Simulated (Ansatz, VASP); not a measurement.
# SiO2 (Quartz): VASP beside Ansatz, part 2 of 2

Wanted: the spread between two codes on one cell, functional and k mesh. The cell is taken from a series of runs on this material, whose earlier steps may have relaxed, scaled, displaced or heated it; both programs get it as it stands.

VASP 6.6.1 and Ansatz 0.2.0.

So far: Starting point; Ansatz: relaxation of cell and atoms, LDA; VASP: relaxation of cell and atoms, LDA; Differences.

## (5) VASP: zone-centre phonons, LDA

Level of this step: LDA; plane waves and PAW (Si, O) (VASP).

Second derivatives magnify differences that forces hide, and they need a tight electronic threshold.

INCAR

```
SYSTEM = SiO2
PREC = Accurate
ENCUT = 600
EDIFF = 1E-08
NELM = 120
ISMEAR = 0
SIGMA = 0.01
LREAL = .FALSE.
ALGO = Normal
GGA = CA
NBANDS = 33
LORBIT = 11
LWAVE = .FALSE.
LCHARG = .FALSE.
ISIF = 2
IBRION = 8
LEPSILON = .TRUE.
LASPH = .TRUE.
GGA_COMPAT = .FALSE.
EFERMI = MIDGAP
KPAR = 2
```

POSCAR

```
SiO2
1.0
    4.8660350784      0.0000000000      0.0000000000
   -2.4330175392      4.2141099936      0.0000000000
    0.0000000000      0.0000000000      5.3654311463
Si O
3 6
Direct
    0.5353600571      0.0000000000      0.3333333333
    0.0000000000      0.5353600571      0.6666666667
    0.4646399429      0.4646399429      0.0000000000
    0.1347539422      0.4110833462      0.8880390563
    0.5889166538      0.7236705960      0.2213723896
    0.2763294040      0.8652460578      0.5547057229
    0.4110833462      0.1347539422      0.1119609437
    0.7236705960      0.5889166538      0.7786276104
    0.8652460578      0.2763294040      0.4452942771
```

KPOINTS

```
Automatic mesh
0
Gamma
6 6 4
0 0 0
```

The projector-augmented-wave data sets are Si and O (LDA family, release 64).

Started as:

```console
$ mpirun -np 2 vasp_std
```

Numbers of over 12 decimals in the logs are rounded to 6 here.

Log:

```text
[... set-up lines as in an earlier step ...]
 entering main loop
       N       E                     dE             d eps       ncg     rms          rms(c)
DAV:   1     0.291435115514E+03    0.29144E+03   -0.27608E+04  1584   0.152E+03
DAV:   2    -0.685395558347E+02   -0.35997E+03   -0.34756E+03  2036   0.322E+02
DAV:   3    -0.875450815296E+02   -0.19006E+02   -0.18930E+02  1999   0.782E+01
DAV:   4    -0.877547950883E+02   -0.20971E+00   -0.20949E+00  1989   0.920E+00
[...]
DAV:  13    -0.779334409790E+02   -0.11250E-06   -0.21021E-06  2008   0.813E-03    0.169E-03
DAV:  14    -0.779334410258E+02   -0.46813E-07   -0.64927E-08  1944   0.154E-03    0.836E-04
DAV:  15    -0.779334410307E+02   -0.49458E-08   -0.19769E-08  1424   0.755E-04
   1 F= -.77933441E+02 E0= -.77933441E+02  d E =0.000000E+00
 Linear response reoptimize wavefunctions to high precision
DAV:   1    -0.779334410303E+02    0.39927E-09   -0.23828E-09  1376   0.284E-04
DAV:   2    -0.779334410304E+02   -0.10368E-09   -0.21458E-10  1336   0.876E-05
[...]
RMM:  12    -0.365810392121E+00   -0.15115E-09   -0.24697E-08  9933   0.551E-04    0.673E-06
 first order change of Fermi-energy   0.18281E+00
 force on displaced ion       4 direction 2 :   1.745  -8.583   5.405
 Born effective charge ion    4 direction 2 :   0.087  -1.084   0.150
 Linear response progress:
  Degree of freedom:   6/  6
       N       E                     dE             d eps       ncg     rms          rms(c)
RMM:   1    -0.376097701922E+00   -0.37610E+00    0.34161E-01  9729   0.314E+00
RMM:   2    -0.367876020291E+00    0.82217E-02   -0.93300E-03  8387   0.498E-01    0.299E-01
RMM:   3    -0.368466918882E+00   -0.59090E-03   -0.22421E-03  8627   0.216E-01    0.161E-01
RMM:   4    -0.370250158049E+00   -0.17832E-02   -0.17030E-03  8883   0.170E-01    0.466E-02
[...]
RMM:  12    -0.370282111448E+00   -0.93220E-07   -0.11251E-07  9847   0.514E-04    0.547E-06
RMM:  13    -0.370282051286E+00    0.60163E-07   -0.63385E-08 10132   0.508E-04    0.215E-06
RMM:  14    -0.370282058689E+00   -0.74037E-08   -0.60089E-08 10237   0.503E-04    0.109E-06
 first order change of Fermi-energy  -0.77347E-01
 force on displaced ion       4 direction 3 : -23.523   5.407 -25.624
 Born effective charge ion    4 direction 3 :  -0.734   0.073  -1.713
 Born effective charges drift removed
 Linear response finished
```

From OUTCAR (step 5):

```text
  Total        0.1439289      0.1439289      0.1706257      0.0000000      0.0000000      0.0000000
  in kB        2.0959110      2.0959110      2.4846730      0.0000000      0.0000000      0.0000000
  external PRESSURE =       2.2254984 kB  Pullay stress =       0.0000000 kB

 POSITION                                       TOTAL-FORCE (eV/Angst)
 -----------------------------------------------------------------------------------
      2.60508      0.00000      1.78848         0.019705      0.000000      0.000000
     -1.30254      2.25607      3.57695        -0.009853      0.017065     -0.000000
[...]
2.605081  0.000000  1.788477    -0.000001    0.106669    0.300833
     -1.302540  2.256066  3.576954     0.044375    0.029771   -0.150362
      1.130477  1.958044  0.000000    -0.044408    0.029790   -0.150470
     -0.344456  1.732350  4.764712     0.423249   -0.050374    0.316016
      1.104986  3.049627  1.187758     0.105992   -0.206118   -0.164561
     -0.760530  3.646242  2.976235     0.129742    0.146506   -0.151455
      1.672487  0.567868  0.600719    -0.129651    0.146378   -0.151341
      2.088562  2.481760  4.177673    -0.423239   -0.050381    0.316013
      3.538003  1.164483  2.389196    -0.106047   -0.206256   -0.164672

 MACROSCOPIC STATIC DIELECTRIC TENSOR IONIC CONTRIBUTION
 ------------------------------------------------------
           2.133898     0.000000     0.000000
           0.000000     2.133898    -0.000000
           0.000000    -0.000000     2.307879
 ------------------------------------------------------

[... 1 part as in an earlier step ...]

[... 1 further part left out ...]
```

## (6) Ansatz: zone-centre phonons, LDA

The same cell, functional (in two slightly different forms) and mesh now go to Ansatz, which takes its cutoff from its data sets.

The cell is taken from a series of runs on this material, whose earlier steps may have relaxed, scaled, displaced or heated it; both programs get it as it stands.

input.yaml

```yaml
crystal:
  lattice:
    - [4.8660350784, 0.0, 0.0]
    - [-2.4330175392, 4.2141099936, 0.0]
    - [0.0, 0.0, 5.3654311463]
  atoms:
    - { symbol: Si, position: [0.5353600571, 0.0, 0.3333333333] }
    - { symbol: Si, position: [0.0, 0.5353600571, 0.6666666667] }
    - { symbol: Si, position: [0.4646399429, 0.4646399429, 0.0] }
    - { symbol: O, position: [0.1347539422, 0.4110833462, 0.8880390563] }
    - { symbol: O, position: [0.5889166538, 0.723670596, 0.2213723896] }
    - { symbol: O, position: [0.276329404, 0.8652460578, 0.5547057229] }
    - { symbol: O, position: [0.4110833462, 0.1347539422, 0.1119609437] }
    - { symbol: O, position: [0.723670596, 0.5889166538, 0.7786276104] }
    - { symbol: O, position: [0.8652460578, 0.276329404, 0.4452942771] }
kpoints:
  mp_grid: { grid: [6, 6, 4] }
hamiltonian:
  xc: lda
  pseudopotentials: { kind: paw, azcp: { folder: soft_1 }, xc_functional: pbe }
scf:
  occupations: { method: fixed }
output:
  eigenvalues: true
phonons:
  method: dfpt
  dielectric: true
  rigid_motions: translations
```

Started as:

```console
$ ansatz run input.yaml --threads 4 --pin off --max-ram 15360MiB --backend cpu --events-out ev --progress --plain --runs-dir out
```

Log:

```text
[...]
Crystal: 9 atoms, lattice volume = 110.024 Å³
Basis set: ecut = 420 eV, 2135 PW (Γ), exchange–correlation on 72×72×72 points (8 copies of the dense FFT grid, shifted against one another)
Bands: 33, of which v1, the nominal top of the filled ones, is band 24 counted from 1 (23 counted from 0)
Symmetry: 6 space group operations
k-points: 76 of 144 (irreducible under 1 space group operation, time reversal used)
[...]
ω (cm⁻¹)  modes    IR ((D/Å)²/amu)
[...]
optical modes at Γ + LO–TO along q̂ = [0.0000, 1.0000, 0.0000]:
      ω (cm⁻¹)  modes    IR ((D/Å)²/amu)
[...]
optical modes at Γ + LO–TO along q̂ = [0.0000, 0.0000, 1.0000]:
      ω (cm⁻¹)  modes    IR ((D/Å)²/amu)
[...]
1064.02      2            81.7664
       1079.87      1             0.0000
       1147.53      2             1.7973
       1233.17      1            52.4984
[key lines of the parts left out:]
SCF converged after 9 iterations
Free energy (F): -5168.196166 eV
Fermi energy:    2.437612 eV
```

## (7) Comparison

Both answers:

```
                                     quantity  Ansatz    VASP  difference
                                        ε∞ xx    2.53    2.52     +0.43 %
                                        ε∞ yy    2.53    2.52     +0.43 %
                                        ε∞ zz    2.56    2.55     +0.45 %
Born charge of Si1 (mean of the diagonal) (e)    3.37    3.34       +0.03
 Born charge of O4 (mean of the diagonal) (e)   -1.69   -1.67       -0.01
                   optical mode 1 to 2 (cm⁻¹)   128.3   126.7     +1.32 %
                        optical mode 3 (cm⁻¹)   224.9   224.1     +0.34 %
                   optical mode 4 to 5 (cm⁻¹)   255.4   254.8     +0.24 %
                        optical mode 6 (cm⁻¹)   336.4   336.6     -0.06 %
                        optical mode 7 (cm⁻¹)   340.1   341.1     -0.30 %
                   optical mode 8 to 9 (cm⁻¹)   373.9   374.3     -0.12 %
                 optical mode 10 to 11 (cm⁻¹)   434.2   435.6     -0.34 %
                       optical mode 12 (cm⁻¹)   457.2   456.5     +0.17 %
                       optical mode 13 (cm⁻¹)   482.3   482.7     -0.08 %
                 optical mode 14 to 15 (cm⁻¹)   694.0   694.4     -0.05 %
                       optical mode 16 (cm⁻¹)   770.7   772.3     -0.21 %
                 optical mode 17 to 18 (cm⁻¹)   795.8   794.7     +0.14 %
                 optical mode 19 to 20 (cm⁻¹)  1064.0  1073.5     -0.88 %
                       optical mode 21 (cm⁻¹)  1074.3  1083.9     -0.88 %
                       optical mode 22 (cm⁻¹)  1079.9  1089.3     -0.87 %
                 optical mode 23 to 24 (cm⁻¹)  1147.5  1150.9     -0.29 %
```

Modes are paired by rising frequency, not by their patterns, so a pair may set unlike modes beside each other; they are those without the splitting of longitudinal modes.

## (8) Results

| Item | Value |
| --- | --- |
| difference in volume (relaxation of cell and atoms, LDA) | 0.095 % |
| r.m.s. difference of the optical zone-centre modes, each program's sorted by frequency (zone-centre phonons, LDA) | 4.1 cm⁻¹ |
| difference in optical mode 1 to 2 (zone-centre phonons, LDA) | +1.3 % |

**Reading.** The difference in volume is 0.095 % (relaxation of cell and atoms, LDA), within the 1.2 % picked in this series as the mark of a large difference, as far as the stopping tolerances let one tell. Among the rows given in per cent, the largest difference of the zone-centre phonons, LDA pair is in optical mode 1 to 2, +1.3 %. How closely two codes agree says nothing of how well the functional describes the real material.

[Lines on the potential files, build, host, timing and source positions are cut from VASP's logs without a mark.]

[Logs are printed without paths, hosts, clocks, repeated set-up lines and the standing remarks that a program may print on its own settings, such as how far it seeks lower states.]

[Hosts, paths, dates, database ids (printed as entryN), source tags and the programs' standing remarks are cut or masked in the printed files.]
